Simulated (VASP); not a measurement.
# GaB (P4/mmm) in VASP: a series of runs, part 2 of 3

VASP 6.6.1. Earlier steps stand in the parts before.

## Step 4: Band structure, TPSS

INCAR reads:

```
PREC     = Accurate       # precision mode
ENCUT    = 520            # plane-wave cutoff, eV
EDIFF    = 1E-6           # SCF threshold, eV
ISMEAR   = -1             # smearing method
SIGMA    = 0.05           # smearing width, eV
LREAL    = False          # projectors in reciprocal space
LASPH    = True           # aspherical terms in the spheres
NELM     = 60             # most SCF steps
ALGO     = Normal         # electronic algorithm
ISIF     = 2              # what is computed and relaxed
LWAVE    = False          # write WAVECAR
LCHARG   = False          # write CHGCAR
METAGGA  = TPSS           # meta-GGA
LMIXTAU  = True
```

KPOINTS reads:

```
regular mesh
0
Gamma
  10 10 8
```

POSCAR reads:

```
GaB
1.0
    2.7182400000      0.0000000000      0.0000000000
    0.0000000000      2.7182400000      0.0000000000
    0.0000000000      0.0000000000      3.2362100000
Ga B
1 1
Direct
    0.5000000000      0.5000000000      0.5000000000
    0.0000000000      0.0000000000      0.0000000000
```

KPOINTS_OPT reads:

```
path GXMGZRAZ,XR,MA
20
line-mode
reciprocal
 0.0000000000  0.0000000000  0.0000000000  G
 0.0000000000  0.5000000000  0.0000000000  X

 0.0000000000  0.5000000000  0.0000000000  X
 0.5000000000  0.5000000000  0.0000000000  M

 0.5000000000  0.5000000000  0.0000000000  M
 0.0000000000  0.0000000000  0.0000000000  G

 0.0000000000  0.0000000000  0.0000000000  G
 0.0000000000  0.0000000000  0.5000000000  Z

 0.0000000000  0.0000000000  0.5000000000  Z
 0.0000000000  0.5000000000  0.5000000000  R

 0.0000000000  0.5000000000  0.5000000000  R
 0.5000000000  0.5000000000  0.5000000000  A

 0.5000000000  0.5000000000  0.5000000000  A
 0.0000000000  0.0000000000  0.5000000000  Z

 0.0000000000  0.5000000000  0.0000000000  X
 0.0000000000  0.5000000000  0.5000000000  R

 0.5000000000  0.5000000000  0.0000000000  M
 0.5000000000  0.5000000000  0.5000000000  A
```

Potentials or basis: VASP PAW PBE potentials, release 64 (Ga_d, B).

Launch:

```bash
$ cat potpaw_PBE.64/Ga_d/POTCAR potpaw_PBE.64/B/POTCAR > POTCAR
$ mpirun -np 1 vasp_std > vasp.out
```

OUTCAR:

```text
PREC = Accurate
   ENCUT = 520
   EDIFF = 1E-6
   ISMEAR = -1
   LREAL = False
   LASPH = True
   NELM = 60
   ISIF = 2
   METAGGA = TPSS

 ion  position               nearest neighbor table
   1  0.500  0.500  0.500-   2 2.51   2 2.51   2 2.51   2 2.51   2 2.51   2 2.51   2 2.51   2 2.51

   2  0.000  0.000  0.000-   1 2.51   1 2.51   1 2.51   1 2.51   1 2.51   1 2.51   1 2.51   1 2.51

  LATTYP: Found a simple tetragonal cell.
 ALAT       =     2.7182400000
 C/A-ratio  =     1.1905534463

  Lattice vectors:

 A1 = (   2.7182400000,   0.0000000000,   0.0000000000)
 A2 = (   0.0000000000,   2.7182400000,   0.0000000000)
 A3 = (   0.0000000000,   0.0000000000,   3.2362100000)

Analysis of symmetry for initial positions (statically):
=====================================================================
 Subroutine PRICEL returns:
 Original cell was already a primitive cell.

 Routine SETGRP: Setting up the symmetry group for a
 simple tetragonal supercell.

 Subroutine GETGRP returns: Found 16 space group operations
 (whereof 16 operations were pure point group operations)
 out of a pool of 16 trial point group operations.

The static configuration has the point symmetry D_4h.

Analysis of symmetry for dynamics (positions and initial velocities):
=====================================================================
 Subroutine PRICEL returns:
 Original cell was already a primitive cell.

 Routine SETGRP: Setting up the symmetry group for a
 simple tetragonal supercell.

 Subroutine GETGRP returns: Found 16 space group operations
 (whereof 16 operations were pure point group operations)
 out of a pool of 16 trial point group operations.

The dynamic configuration has the point symmetry D_4h.

 Subroutine INISYM returns: Found 16 space group operations
 (whereof 16 operations are pure point group operations),
 and found     1 'primitive' translations

----------------------------------------------------------------------------------------

                                     Primitive cell

  volume of cell :      23.9118

  direct lattice vectors                    reciprocal lattice vectors
     2.718240000  0.000000000  0.000000000     0.367885102  0.000000000  0.000000000
     0.000000000  2.718240000  0.000000000     0.000000000  0.367885102  0.000000000
     0.000000000  0.000000000  3.236210000     0.000000000  0.000000000  0.309003433

  length of vectors
     2.718240000  2.718240000  3.236210000     0.367885102  0.367885102  0.309003433

  position of ions in fractional coordinates (direct lattice)
     0.500000000  0.500000000  0.500000000
     0.000000000  0.000000000  0.000000000

  ion indices of the primitive-cell ions
   primitive index   ion index
                 1           1
                 2           2

----------------------------------------------------------------------------------------

 KPOINTS: regular mesh

Automatic generation of k-mesh.
 Grid dimensions read from file:
[... 24 lines left out ...]
  0.200000  0.000000  0.000000      4.000000
  0.300000  0.000000  0.000000      4.000000
  0.400000  0.000000  0.000000      4.000000
  0.500000  0.000000  0.000000      2.000000
[... 16 lines left out ...]
  0.100000  0.000000  0.125000      8.000000
  0.200000  0.000000  0.125000      8.000000
 [... further k-points ...]
   k-points           NKPTS =    105   k-points in BZ     NKDIM =    105   number of bands    NBANDS=     12
   number of dos      NEDOS =    301   number of ions     NIONS =      2
   total plane-waves  NPLWV =   9600
   dimension x,y,z NGX =    20 NGY =   20 NGZ =   24
   dimension x,y,z NGXF=    40 NGYF=   40 NGZF=   48
   ions per type =               1   1
   NGX,Y,Z   is equivalent  to a cutoff of  12.23, 12.23, 12.33 a.u.
   NGXF,Y,Z  is equivalent  to a cutoff of  24.46, 24.46, 24.66 a.u.
 SYSTEM =  unknown system
   PREC   = accura    normal or accurate (medium, high low for compatibility)
   ISTART =      0    job   : 0-new  1-cont  2-samecut
   ICHARG =      2    charge: 1-file 2-atom 10-const
   ISPIN  =      1    spin polarized calculation?
   LNONCOLLINEAR =      F non collinear calculations
   LSORBIT =      F    spin-orbit coupling
   LASPH  =      T    aspherical Exc in radial PAW
   ENCUT  =  520.0 eV  38.22 Ry    6.18 a.u.   5.05  5.05  6.02*2*pi/ulx,y,z
   NELM   =     60;   NELMIN=  2; NELMDL= -5     # of ELM steps
   EDIFF  = 0.1E-05   stopping-criterion for ELM
   LREAL  =      F    real-space projection
   EDIFFG = 0.1E-04   stopping-criterion for IOM
   NSW    =      0    number of steps for IOM
   IBRION =     -1    ionic relax: 0-MD 1-quasi-New 2-CG
   NFREE  =      0    steps in history (QN), initial steepest desc. (CG)
   ISIF   =      2    stress and relaxation
   ISYM   =      2    0-nonsym 1-usesym 2-fastsym
   POTIM  = 0.5000    time-step for ionic-motion
   TEBEG  =    0.0;   TEEND  =   0.0 temperature during run
   PSTRESS=    0.0 pullay stress
   NELECT =      16.0000    total number of electrons
   NUPDOWN=      -1.0000    fix difference up-down
   EMIN   =  10.00;   EMAX   =-10.00  energy-range for DOS
   EFERMI =   0.00;   METHOD = LEGACY
   ISMEAR =    -1;   SIGMA  =   0.05  broadening in eV -4-tet -1-fermi 0-gaus
   EFERMI_NEDOS =   21; number of points for ismear=-14 and -15
   IALGO  =     38    algorithm
   IMIX   =      4    mixing-type and parameters
     AMIX     =   0.40;   BMIX     =  1.00
     AMIX_MAG =   1.60;   BMIX_MAG =  1.00
  volume/ion in A,a.u.               =      11.96        80.68
  Fermi-wavevector in a.u.,A,eV,Ry     =   1.431894  2.705886 27.896285  2.050319
  Thomas-Fermi vector in A             =   2.551580
   LORBIT       =      0    0 simple, 1 ext, 2 COOP (PROOUT), +10 PAW based schemes
   METAGGA = TPSS    functional components
   LHFCALC =     F    Hartree Fock is set to
   AEXX    =    0.0000 exact exchange contribution
   IVDW    =     0    specifies the selected vdW correction
   LEPSILON=     F    determine dielectric tensor
   LRPA    =     F    only Hartree local field effects (RPA)
 non-spin polarized calculation
  energy-cutoff  :      520.00
  volume of cell :       23.91
 maximum number of plane-waves:       664
   NGX = 11   NGY = 11   NGZ = 13

 number of electron      16.0000024 magnetization

 Free energy of the ion-electron system (eV)
  ---------------------------------------------------
  ext. energy  EPLUGINS =         0.00000000
  ---------------------------------------------------
  free energy    TOTEN  =       -16.39830126 eV

  energy without entropy =      -16.39304145  energy(sigma->0) =      -16.39567136

 E-fermi :   6.8634     XC(G=0): -12.2341

 val. band max:        6.8478430196   @ k =   0.2000   0.2000   0.2500
 cond. band min:       6.8719301035   @ k =   0.3000   0.3000   0.5000
 fundamental gap:      0.0240870838
 Fermi energy:         6.8634410302

 k-point     1 :       0.0000    0.0000    0.0000
  band No.  band energies     occupation
      1      -8.5178      2.00000
      2      -8.3610      2.00000
      3      -8.0475      2.00000
      4      -8.0475      2.00000
      5      -8.0017      2.00000
      6      -6.5435      2.00000
      7       5.2259      2.00000
      8       8.7106      0.00000
      9       9.6417      0.00000
     10       9.6417      0.00000
     11      15.9500      0.00000
     12      16.4548      0.00000
[... 331 lines left out ...]
 k-point    24 :       0.2000    0.0000    0.1250
  band No.  band energies     occupation
      1      -8.4458      2.00000
      2      -8.2720      2.00000
      3      -8.1422      2.00000
      4      -8.0570      2.00000
      5      -8.0467      2.00000
      6      -5.5442      2.00000
      7       4.3331      2.00000
      8       5.7493      2.00000
      9      10.4438      0.00000
     10      11.1272      0.00000
     11      15.6437      0.00000
     12      17.0204      0.00000

 [... further k-points ...]

------------------------ aborting loop because EDIFF is reached ----------------------------------------

  FORCE on cell =-STRESS in cart. coord.  units (eV):
  Direction    XX          YY          ZZ          XY          YZ          ZX
  --------------------------------------------------------------------------------------
  -------------------------------------------------------------------------------------
  Total       -0.1979334     -0.1979334     -0.4069343      0.0000000     -0.0000000      0.0000000
  in kB      -13.2622566    -13.2622566    -27.2660746      0.0000000     -0.0000000      0.0000000
  external PRESSURE =     -17.9301959 kB  Pullay stress =       0.0000000 kB

 VOLUME and BASIS-vectors are now :
 -----------------------------------------------------------------------------
  energy-cutoff  :      520.00
  volume of cell :       23.91
      direct lattice vectors                 reciprocal lattice vectors
     2.718240000  0.000000000  0.000000000     0.367885102  0.000000000  0.000000000
     0.000000000  2.718240000  0.000000000     0.000000000  0.367885102  0.000000000
     0.000000000  0.000000000  3.236210000     0.000000000  0.000000000  0.309003433

 POSITION                                       TOTAL-FORCE (eV/Angst)
 -----------------------------------------------------------------------------------
      1.35912      1.35912      1.61810         0.000000      0.000000      0.000000
      0.00000      0.00000      0.00000         0.000000      0.000000      0.000000
 -----------------------------------------------------------------------------------
    total drift:                               -0.000000      0.000000      0.000000

  FREE ENERGIE OF THE ION-ELECTRON SYSTEM (eV)
  ---------------------------------------------------
  free  energy   TOTEN  =       -16.3983012603 eV

  energy  without entropy=      -16.3930414505  energy(sigma->0) =      -16.39567136
```

Run time: 2.3 min. Hardware: 1 thread of AMD EPYC 7R13 (Zen 3), shared host; peak memory 0.14 GiB.

Results:

```
Free energy             : -16.3983 eV
Pressure                : -1.8 GPa
Band gap along the path : none (metal or under the smearing width)
```

Levels at the corners of the path, in eV from the Fermi level:
| point | band 6 | band 7 | band 8 | band 9 | band 10 | band 11 |
| --- | --- | --- | --- | --- | --- | --- |
| Γ | -13.41 | -1.64 | 1.85 | 2.78 | 2.78 | 9.09 |
| X | -8.73 | -8.24 | 1.96 | 5.20 | 5.49 | 5.59 |
| X | -8.73 | -8.24 | 1.96 | 5.20 | 5.49 | 5.59 |
| M | -4.45 | -4.45 | -3.69 | -1.94 | 3.35 | 7.75 |
| M | -4.45 | -4.45 | -3.69 | -1.94 | 3.35 | 7.75 |
| Γ | -13.41 | -1.64 | 1.85 | 2.78 | 2.78 | 9.09 |
| Γ | -13.41 | -1.64 | 1.85 | 2.78 | 2.78 | 9.09 |
| Z | -9.95 | -9.94 | 4.45 | 4.45 | 8.11 | 9.68 |
| Z | -9.95 | -9.94 | 4.45 | 4.45 | 8.11 | 9.68 |
| R | -5.47 | -5.32 | -5.20 | -4.20 | 5.61 | 10.39 |
| R | -5.47 | -5.32 | -5.20 | -4.20 | 5.61 | 10.39 |
| A | -2.17 | -1.28 | -1.28 | -0.41 | 0.16 | 0.16 |
| A | -2.17 | -1.28 | -1.28 | -0.41 | 0.16 | 0.16 |
| Z | -9.95 | -9.94 | 4.45 | 4.45 | 8.11 | 9.68 |
| X | -8.73 | -8.24 | 1.96 | 5.20 | 5.49 | 5.59 |
| R | -5.47 | -5.32 | -5.20 | -4.20 | 5.61 | 10.39 |
| M | -4.45 | -4.45 | -3.69 | -1.94 | 3.35 | 7.75 |
| A | -2.17 | -1.28 | -1.28 | -0.41 | 0.16 | 0.16 |

Caveat: the PAW data sets were made with another functional, which shifts forces and pressure a little.

## Step 5: Band structure, TB-mBJ

POSCAR is that of step 4.

INCAR.step1 reads:

```
PREC     = Accurate       # precision mode
ENCUT    = 520            # plane-wave cutoff, eV
EDIFF    = 1E-5           # SCF threshold, eV
ISMEAR   = -1             # smearing method
SIGMA    = 0.05           # smearing width, eV
LREAL    = False          # projectors in reciprocal space
LASPH    = True           # aspherical terms in the spheres
NELM     = 60             # most SCF steps
ALGO     = Normal         # electronic algorithm
ISIF     = 2              # what is computed and relaxed
LWAVE    = True           # write WAVECAR
LCHARG   = False          # write CHGCAR
GGA      = PE             # functional
```

INCAR.step2 reads:

```
PREC     = Accurate       # precision mode
ENCUT    = 520            # plane-wave cutoff, eV
EDIFF    = 1E-6           # SCF threshold, eV
ISMEAR   = -1             # smearing method
SIGMA    = 0.05           # smearing width, eV
LREAL    = False          # projectors in reciprocal space
LASPH    = True           # aspherical terms in the spheres
NELM     = 60             # most SCF steps
ALGO     = Normal         # electronic algorithm
ISIF     = 2              # what is computed and relaxed
LWAVE    = False          # write WAVECAR
LCHARG   = False          # write CHGCAR
METAGGA  = MBJ            # meta-GGA
ISTART   = 1
```

KPOINTS is that of step 4.

KPOINTS_OPT is that of step 4.

Launch:

```bash
$ cat potpaw_PBE.64/Ga_d/POTCAR potpaw_PBE.64/B/POTCAR > POTCAR
$ cp INCAR.step1 INCAR
$ mpirun -np 1 vasp_std > vasp.out
$ cp INCAR.step2 INCAR
$ mpirun -np 1 vasp_std > vasp.out
```

Run time: 72 s. Hardware: 1 thread of AMD EPYC 7R13 (Zen 3), shared host; peak memory 0.14 GiB.

The run converged. Its results:

| Quantity | Value |
| --- | --- |
| Band gap along the path | none (metal or under the smearing width) |

Levels at the corners of the path, in eV from the Fermi level:
```
point  band 4  band 5  band 6  band 7  band 8  band 9  band 10  band 11  band 12
    Γ  -15.64  -15.59  -13.36   -1.74    2.05    2.83     2.83     9.17     9.42
    X  -15.67  -15.62   -8.70   -8.22    1.87    5.34     5.61     5.69     5.75
    X  -15.67  -15.62   -8.70   -8.22    1.87    5.34     5.61     5.69     5.75
    M  -15.67  -15.45   -4.47   -4.47   -3.61   -1.83     3.24     7.91     7.91
    M  -15.67  -15.45   -4.47   -4.47   -3.61   -1.83     3.24     7.91     7.91
    Γ  -15.64  -15.59  -13.36   -1.74    2.05    2.83     2.83     9.17     9.42
    Γ  -15.64  -15.59  -13.36   -1.74    2.05    2.83     2.83     9.17     9.42
    Z  -15.68  -15.59   -9.93   -9.92    4.57    4.57     8.20     9.67     9.67
    Z  -15.68  -15.59   -9.93   -9.92    4.57    4.57     8.20     9.67     9.67
    R  -15.65  -15.53   -5.48   -5.32   -5.17   -4.12     5.73    10.47    12.30
    R  -15.65  -15.53   -5.48   -5.32   -5.17   -4.12     5.73    10.47    12.30
    A  -15.54  -15.45   -2.04   -1.33   -1.33   -0.48     0.20     0.20     1.50
    A  -15.54  -15.45   -2.04   -1.33   -1.33   -0.48     0.20     0.20     1.50
    Z  -15.68  -15.59   -9.93   -9.92    4.57    4.57     8.20     9.67     9.67
    X  -15.67  -15.62   -8.70   -8.22    1.87    5.34     5.61     5.69     5.75
    R  -15.65  -15.53   -5.48   -5.32   -5.17   -4.12     5.73    10.47    12.30
    M  -15.67  -15.45   -4.47   -4.47   -3.61   -1.83     3.24     7.91     7.91
    A  -15.54  -15.45   -2.04   -1.33   -1.33   -0.48     0.20     0.20     1.50
```

Caveat: the PAW data sets were made with another functional, which shifts forces and pressure a little.

(Continued in part 3 of 3.)
